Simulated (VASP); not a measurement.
RhO (relaxed from the CsCl type structure, space group Pm-3m): computed properties

Level of theory: PBEsol GGA, VASP's PBE PAW potentials (set 64) (plane waves; VASP).

For RhO, the space group is Pm-3m (221) and the cell comes out as a = b = c = 2.7176 Å, α = β = γ = 90.00°. The volume per atom is 10.04 Å³/atom. The band gap (over mesh and band path) is none (metal, semimetal or under 0.01 eV). The density is 9.84 g/cm³.

Space group Pm-3m (No. 221); a = b = c = 2.7176 Å, α = β = γ = 90.00°

```
atom  site  symmetry       x       y       z
----  ----  --------  ------  ------  ------
Rh      1a      m-3m  0.0000  0.0000  0.0000
O       1b      m-3m  0.5000  0.5000  0.5000
```

The structure was generated: RhO was put into the CsCl type type (Pm-3m), which need not be its known phase. It was relaxed first. Symmetry was kept, so distortions that lower it aren't found. The electron count is odd and the run is not spin-polarised, which forces a metal.
